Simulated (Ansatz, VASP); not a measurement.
**Cross-check of HfB2 between VASP and Ansatz**

Wanted: the spread between two codes on one cell, functional and k mesh. The cell is taken from a series of runs on this material, whose earlier steps may have relaxed, scaled, displaced or heated it; both programs get it as it stands.

Program: Ansatz 0.2.0. Level of theory: plane waves, with VASP 6.6.1 beside it; zone-centre phonons at LDA. Results are calculated unless marked as measured.

## Step 1: Starting point

It takes space group P6/mmm (No. 191, hexagonal). Conventional cell: a = 3.084 Å, b = 3.084 Å, c = 3.396 Å, α = 90.00°, β = 90.00°, γ = 120.00°. Nearest to B lie 3 B at 1.78 Å and 6 Hf at 2.46 Å. Nearest to Hf lie 12 B at 2.46 Å. Farther neighbours are not listed.

## Step 2: VASP: zone-centre phonons, LDA

Second derivatives magnify differences that forces hide, and they need a tight electronic threshold.

Lines of VASP's logs that name or quote its potential files are left out, and so is its time.

INCAR

```
SYSTEM = HfB2
PREC = Accurate
ENCUT = 500
EDIFF = 1E-08
NELM = 120
ISMEAR = 1
SIGMA = 0.2
LREAL = .FALSE.
ALGO = Normal
GGA = PW92
NBANDS = 14
LASPH = .TRUE.
LORBIT = 11
LWAVE = .FALSE.
LCHARG = .FALSE.
ISIF = 2
IBRION = 8
GGA_COMPAT = .FALSE.
KPAR = 2
```

POSCAR

```
HfB2
1.0
    3.0836660750      0.0000000000      0.0000000000
   -1.5418330375      2.6705331577      0.0000000000
    0.0000000000      0.0000000000      3.3959424197
B Hf
2 1
Direct
    0.3333333333      0.6666666667      0.5000000000
    0.6666666667      0.3333333333      0.5000000000
    0.0000000000      0.0000000000      0.0000000000
```

KPOINTS

```
Automatic mesh
0
Gamma
15 15 12
0 0 0
```

The projector-augmented-wave data sets are B and Hf_pv (LDA family, release 64).

Started as:

```sh
> mpirun -np 2 vasp_std
```

Numbers of over 12 decimals in the logs are rounded to 6 here.

The program printed:

```text
[banner, memory and clock lines left out]
running    2 mpi-ranks, on    1 nodes
 distrk:  each k-point on    1 cores,    2 groups
 distr:  one band on    1 cores,    1 groups

 POSCAR found type information on POSCAR B Hf
 POSCAR found :  2 types and       3 ions
|                                                                             |
|               ----> ADVICE to this user running VASP <----                  |
|                                                                             |
|     You enforced a specific xc type in the INCAR file but a different       |
|     [... a line on the potential file left out ...]
|     I HOPE YOU KNOW WHAT YOU ARE DOING!                                     |
|                                                                             |

 LDA part: xc-table for (Slater(with rela. corr.)+PW92), standard interpolation
 POSCAR, INCAR and KPOINTS ok, starting setup
 FFT: planning ... GRIDC
 FFT: planning ... GRID_SOFT
 FFT: planning ... GRID
 WAVECAR not read
 entering main loop
       N       E                     dE             d eps       ncg     rms          rms(c)
DAV:   1     0.259125116467E+02    0.25913E+02   -0.79767E+03  5292   0.106E+03
DAV:   2    -0.299945798110E+02   -0.55907E+02   -0.52494E+02  6798   0.227E+02
DAV:   3    -0.314830122590E+02   -0.14884E+01   -0.14807E+01  7098   0.279E+01
DAV:   4    -0.314894151514E+02   -0.64029E-02   -0.64021E-02  6108   0.219E+00
DAV:   5    -0.314894542346E+02   -0.39083E-04   -0.39083E-04  7062   0.148E-01    0.590E+01
DAV:   6    -0.290719453514E+02    0.24175E+01   -0.37084E+00  6354   0.136E+01    0.430E+01
DAV:   7    -0.290193369445E+02    0.52608E-01   -0.11908E+00  6738   0.783E+00    0.120E+01
DAV:   8    -0.289451759365E+02    0.74161E-01   -0.33488E-01  6342   0.434E+00    0.173E+00
DAV:   9    -0.289404083436E+02    0.47676E-02   -0.26106E-02  6216   0.130E+00    0.474E-01
DAV:  10    -0.289401600381E+02    0.24831E-03   -0.10013E-03  6624   0.271E-01    0.265E-01
DAV:  11    -0.289401652427E+02   -0.52046E-05   -0.61767E-05  6480   0.605E-02    0.843E-02
DAV:  12    -0.289401634380E+02    0.18047E-05   -0.35463E-06  6342   0.145E-02    0.199E-02
DAV:  13    -0.289401634443E+02   -0.63337E-08   -0.24682E-07  6690   0.396E-03    0.378E-03
DAV:  14    -0.289401634340E+02    0.10327E-07   -0.25973E-08  6018   0.133E-03    0.336E-03
DAV:  15    -0.289401634345E+02   -0.55616E-09   -0.36198E-09  2886   0.507E-04
   1 F= -.28940163E+02 E0= -.28940270E+02  d E =0.320403E-03
 Linear response reoptimize wavefunctions to high precision
DAV:   1    -0.289401634345E+02    0.30923E-10   -0.33561E-10  3498   0.165E-04
 Linear response DOF=           4
 Linear response progress:
  Degree of freedom:   1/  4
       N       E                     dE             d eps       ncg     rms          rms(c)
RMM:   1    -0.460788718005E-01   -0.46079E-01    0.25121E-02 53148   0.118E+00
RMM:   2    -0.447399581654E-01    0.13389E-02   -0.12464E-03 37483   0.208E-01    0.305E-01
RMM:   3    -0.445389749787E-01    0.20098E-03   -0.62367E-04 33574   0.126E-01    0.161E-01
RMM:   4    -0.450865782255E-01   -0.54760E-03   -0.59814E-04 33972   0.118E-01    0.206E-02
RMM:   5    -0.450511827044E-01    0.35396E-04   -0.17247E-05 36972   0.242E-02    0.676E-03
RMM:   6    -0.450491129381E-01    0.20698E-05   -0.60860E-07 39592   0.445E-03    0.236E-03
RMM:   7    -0.450446830064E-01    0.44299E-05   -0.64962E-08 39837   0.172E-03    0.129E-03
RMM:   8    -0.450458399627E-01   -0.11570E-05   -0.15392E-08 41761   0.353E-04    0.507E-04
RMM:   9    -0.450462475312E-01   -0.40757E-06   -0.14802E-08 41895   0.102E-04    0.166E-04
RMM:  10    -0.450462621834E-01   -0.14652E-07   -0.54299E-09 40903   0.450E-05    0.237E-05
RMM:  11    -0.450463189375E-01   -0.56754E-07   -0.29807E-09 41658   0.131E-05    0.168E-05
RMM:  12    -0.450463225214E-01   -0.35839E-08   -0.59310E-10 40502   0.513E-06    0.259E-05
 first order change of Fermi-energy   0.12313E-04
 force on displaced ion       1 direction 1 : -18.573  -0.001   0.000
 Linear response progress:
  Degree of freedom:   2/  4
       N       E                     dE             d eps       ncg     rms          rms(c)
RMM:   1    -0.465495707571E-01   -0.46550E-01    0.45775E-02 18357   0.133E+00
RMM:   2    -0.464546157494E-01    0.94955E-04   -0.10719E-03 13389   0.202E-01    0.494E-01
RMM:   3    -0.462490956781E-01    0.20552E-03   -0.85397E-04 12107   0.149E-01    0.232E-01
RMM:   4    -0.467062547112E-01   -0.45716E-03   -0.43779E-04 13255   0.990E-02    0.314E-02
RMM:   5    -0.467478519465E-01   -0.41597E-04   -0.22879E-05 13411   0.298E-02    0.954E-03
RMM:   6    -0.467468080096E-01    0.10439E-05   -0.13048E-06 13648   0.656E-03    0.273E-03
RMM:   7    -0.467335634494E-01    0.13245E-04   -0.25558E-07 12991   0.247E-03    0.322E-04
RMM:   8    -0.467333193937E-01    0.24406E-06   -0.99139E-09 14451   0.502E-04    0.132E-04
RMM:   9    -0.467333129149E-01    0.64789E-08    0.17780E-08 14321   0.102E-04    0.856E-05
 first order change of Fermi-energy  -0.53233E-04
 force on displaced ion       1 direction 3 :   0.000  -0.000 -11.454
 Linear response progress:
  Degree of freedom:   3/  4
       N       E                     dE             d eps       ncg     rms          rms(c)
RMM:   1    -0.203037249043E+00   -0.20304E+00    0.46377E+00 13906   0.123E+01
RMM:   2    -0.199999428795E+00    0.30378E-02   -0.32080E-02 19289   0.123E+00    0.569E-01
RMM:   3    -0.199443187376E+00    0.55624E-03   -0.10384E-03 25227   0.156E-01    0.244E-01
RMM:   4    -0.199029273198E+00    0.41391E-03   -0.70225E-05 26436   0.487E-02    0.154E-01
RMM:   5    -0.198616288099E+00    0.41299E-03   -0.27322E-05 26731   0.345E-02    0.122E-02
RMM:   6    -0.198609138088E+00    0.71500E-05   -0.20914E-06 25661   0.960E-03    0.402E-03
RMM:   7    -0.198624923486E+00   -0.15785E-04   -0.26374E-07 27819   0.248E-03    0.440E-03
RMM:   8    -0.198625496895E+00   -0.57341E-06   -0.10881E-06 27134   0.536E-04    0.833E-04
RMM:   9    -0.198625233310E+00    0.26359E-06   -0.10570E-06 28483   0.208E-04    0.461E-04
RMM:  10    -0.198625591756E+00   -0.35845E-06   -0.70159E-07 28029   0.696E-05    0.137E-05
RMM:  11    -0.198625574452E+00    0.17304E-07   -0.30186E-07 28179   0.250E-05    0.396E-05
RMM:  12    -0.198625598526E+00   -0.24075E-07   -0.15181E-07 26989   0.117E-05    0.118E-05
RMM:  13    -0.198625598849E+00   -0.32300E-09   -0.73646E-08 21194   0.584E-06    0.902E-06
 first order change of Fermi-energy   0.67557E-04
 force on displaced ion       3 direction 1 : -15.837  -0.000   0.000
 Linear response progress:
  Degree of freedom:   4/  4
       N       E                     dE             d eps       ncg     rms          rms(c)
RMM:   1    -0.226050382679E+00   -0.22605E+00    0.45260E+00  6037   0.125E+01
RMM:   2    -0.222931538844E+00    0.31188E-02   -0.37712E-02  8148   0.131E+00    0.926E-01
RMM:   3    -0.222529304094E+00    0.40223E-03   -0.21597E-03 10550   0.206E-01    0.457E-01
RMM:   4    -0.222181513338E+00    0.34779E-03   -0.22015E-04  9987   0.725E-02    0.179E-01
RMM:   5    -0.221976713640E+00    0.20480E-03   -0.24704E-05 10664   0.301E-02    0.276E-02
RMM:   6    -0.221926129951E+00    0.50584E-04   -0.25117E-06 10675   0.887E-03    0.551E-03
RMM:   7    -0.221938859565E+00   -0.12730E-04    0.11470E-05 11177   0.316E-03    0.598E-03
RMM:   8    -0.221934254343E+00    0.46052E-05    0.22703E-05 11600   0.919E-04    0.132E-03
RMM:   9    -0.221933358209E+00    0.89613E-06    0.12990E-05 11831   0.302E-04    0.110E-04
RMM:  10    -0.221933249703E+00    0.10851E-06    0.60247E-06 12504   0.114E-04    0.690E-05
RMM:  11    -0.221933184784E+00    0.64920E-07    0.28101E-06 12006   0.483E-05    0.641E-05
RMM:  12    -0.221933202580E+00   -0.17796E-07    0.13372E-06 11479   0.262E-05    0.152E-05
RMM:  13    -0.221933186800E+00    0.15780E-07    0.68405E-07 10589   0.127E-05    0.121E-05
RMM:  14    -0.221933174925E+00    0.11876E-07    0.34068E-07  9567   0.712E-06    0.122E-06
RMM:  15    -0.221933174696E+00    0.22824E-09    0.16262E-07  7171   0.405E-06    0.948E-07
RMM:  16    -0.221933171961E+00    0.27359E-08    0.81994E-08  7018   0.282E-06    0.936E-07
 first order change of Fermi-energy   0.21145E-04
 force on displaced ion       3 direction 3 :  -0.000  -0.000 -18.102
 Linear response finished
```

From OUTCAR (step 2):

```text
ion  position               nearest neighbor table
   1  0.333  0.667  0.500-   2 1.78   2 1.78   2 1.78   3 2.46   3 2.46   3 2.46   3 2.46   3 2.46
                             3 2.46
   2  0.667  0.333  0.500-   1 1.78   1 1.78   1 1.78   3 2.46   3 2.46   3 2.46   3 2.46   3 2.46
                             3 2.46
   3  0.000  0.000  0.000-   1 2.46   2 2.46   1 2.46   2 2.46   1 2.46   1 2.46   2 2.46   2 2.46
                             2 2.46   2 2.46   1 2.46   1 2.46

  LATTYP: Found a hexagonal cell.
 ALAT       =     3.0836660750
 C/A-ratio  =     1.1012678861

 Subroutine GETGRP returns: Found 24 space group operations
 (whereof 24 operations were pure point group operations)

The static configuration has the point symmetry D_6h.

 Found    189 irreducible k-points:

   k-points           NKPTS =    189   k-points in BZ     NKDIM =    189   number of bands    NBANDS=     14

   dimension x,y,z NGX =    24 NGY =   24 NGZ =   28
   dimension x,y,z NGXF=    48 NGYF=   48 NGZF=   56

   ENCUT  =  500.0 eV  36.75 Ry    6.06 a.u.   5.62  5.62  6.19*2*pi/ulx,y,z

   NELECT =      16.0000    total number of electrons

 k-points in reciprocal lattice and weights: Automatic mesh
   0.00000000  0.00000000  0.00000000       0.000
   0.06666667 -0.00000000  0.00000000       0.002
   0.13333333 -0.00000000  0.00000000       0.002
   0.20000000  0.00000000  0.00000000       0.002
   0.26666667 -0.00000000  0.00000000       0.002
   0.33333333 -0.00000000  0.00000000       0.002
   0.40000000 -0.00000000  0.00000000       0.002
   0.46666667  0.00000000  0.00000000       0.002
   0.06666667  0.06666667  0.00000000       0.002
[...]
0.33333333  0.26666667  0.50000000       0.004
   0.33333333  0.33333333  0.50000000       0.001

 average (electrostatic) potential at core
       1 -29.5868       2 -29.5868       3 -33.7995

  Total        1.0507940      1.0507940      1.1733464      0.0000000     -0.0000000      0.0000000
  in kB       60.2008401     60.2008401     67.2219659      0.0000000     -0.0000000      0.0000000
  external PRESSURE =      62.5412153 kB  Pullay stress =       0.0000000 kB

  energy-cutoff  :      500.00
  volume of cell :       27.97
      direct lattice vectors                 reciprocal lattice vectors
     3.083666075  0.000000000  0.000000000     0.324289328  0.187228531  0.000000000
    -1.541833038  2.670533158  0.000000000     0.000000000  0.374457062  0.000000000
     0.000000000  0.000000000  3.395942420     0.000000000  0.000000000  0.294469068

 POSITION                                       TOTAL-FORCE (eV/Angst)
 -----------------------------------------------------------------------------------
     -0.00000      1.78036      1.69797        -0.000000      0.000000      0.000000
      1.54183      0.89018      1.69797         0.000000      0.000000      0.000000
      0.00000      0.00000      0.00000        -0.000000      0.000000      0.000000
 -----------------------------------------------------------------------------------
    total drift:                               -0.000000      0.000000      0.000000

 Eigenvectors and eigenvalues of the dynamical matrix
 ----------------------------------------------------

   1 f  =   25.704249 THz   161.504562 2PiTHz  857.401469 cm-1   106.304186 meV
             X         Y         Z           dx          dy          dz
     -0.000000  1.780355  1.697971    -0.707107   -0.000001   -0.000000
      1.541833  0.890178  1.697971     0.707107    0.000001    0.000000
      0.000000  0.000000  0.000000    -0.000000   -0.000000    0.000000

   2 f  =   25.704249 THz   161.504562 2PiTHz  857.401469 cm-1   106.304186 meV
             X         Y         Z           dx          dy          dz
     -0.000000  1.780355  1.697971    -0.000001    0.707107   -0.000000
      1.541833  0.890178  1.697971     0.000001   -0.707107    0.000000
      0.000000  0.000000  0.000000     0.000000   -0.000000    0.000000

   3 f  =   17.701725 THz   111.223221 2PiTHz  590.466004 cm-1    73.208421 meV
             X         Y         Z           dx          dy          dz
     -0.000000  1.780355  1.697971    -0.000000   -0.000000    0.707107
      1.541833  0.890178  1.697971     0.000000   -0.000000   -0.707107
      0.000000  0.000000  0.000000    -0.000000   -0.000000    0.000000

   4 f  =   15.142287 THz    95.141793 2PiTHz  505.092314 cm-1    62.623437 meV
             X         Y         Z           dx          dy          dz
     -0.000000  1.780355  1.697971    -0.000000    0.000000    0.667794
      1.541833  0.890178  1.697971    -0.000000    0.000000    0.667794
      0.000000  0.000000  0.000000    -0.000000    0.000000   -0.328788

   5 f  =   14.168145 THz    89.021081 2PiTHz  472.598450 cm-1    58.594714 meV
             X         Y         Z           dx          dy          dz
     -0.000000  1.780355  1.697971     0.667821   -0.000000    0.000000
      1.541833  0.890178  1.697971     0.667821   -0.000000   -0.000000
      0.000000  0.000000  0.000000    -0.328679    0.000000    0.000000

   6 f  =   14.168145 THz    89.021081 2PiTHz  472.598450 cm-1    58.594714 meV
             X         Y         Z           dx          dy          dz
     -0.000000  1.780355  1.697971     0.000000    0.667821    0.000000
      1.541833  0.890178  1.697971     0.000000    0.667821   -0.000000
      0.000000  0.000000  0.000000     0.000000   -0.328679    0.000000

   7 f/i=    0.000444 THz     0.002789 2PiTHz    0.014804 cm-1     0.001835 meV
             X         Y         Z           dx          dy          dz
     -0.000000  1.780355  1.697971    -0.205206   -0.109112   -0.000000
      1.541833  0.890178  1.697971    -0.205206   -0.109112   -0.000000
      0.000000  0.000000  0.000000    -0.833889   -0.443394   -0.000000

   8 f/i=    0.000444 THz     0.002789 2PiTHz    0.014804 cm-1     0.001835 meV
             X         Y         Z           dx          dy          dz
     -0.000000  1.780355  1.697971     0.109112   -0.205206   -0.000000
      1.541833  0.890178  1.697971     0.109112   -0.205206   -0.000000
      0.000000  0.000000  0.000000     0.443394   -0.833889   -0.000000

   9 f/i=    0.001271 THz     0.007985 2PiTHz    0.042392 cm-1     0.005256 meV
             X         Y         Z           dx          dy          dz
     -0.000000  1.780355  1.697971     0.000000   -0.000000    0.232488
      1.541833  0.890178  1.697971     0.000000   -0.000000    0.232488
      0.000000  0.000000  0.000000     0.000000   -0.000000    0.944404

 ELASTIC MODULI CONTR FROM IONIC RELAXATION (kBar)
 Direction    XX          YY          ZZ          XY          YZ          ZX
 --------------------------------------------------------------------------------
 XX          -1.2191      1.2191      0.0000     -0.0000      0.0000      0.0000
 YY           1.2191     -1.2191      0.0000      0.0000     -0.0000      0.0000
 ZZ           0.0000      0.0000      0.0000      0.0000      0.0000      0.0000
 XY          -0.0000      0.0000      0.0000     -1.2191     -0.0000      0.0000
 YZ           0.0000     -0.0000      0.0000     -0.0000     -0.0000      0.0000
 ZX           0.0000      0.0000      0.0000      0.0000      0.0000      0.0000
 --------------------------------------------------------------------------------
```

[end of part 1 of 2]

[Lines on the potential files, build, host, timing and source positions are cut from VASP's logs without a mark.]

[Logs are printed without paths, hosts, clocks, repeated set-up lines and the standing remarks that a program may print on its own settings, such as how far it seeks lower states.]

[Hosts, paths, dates, database ids (printed as entryN), source tags and the programs' standing remarks are cut or masked in the printed files.]
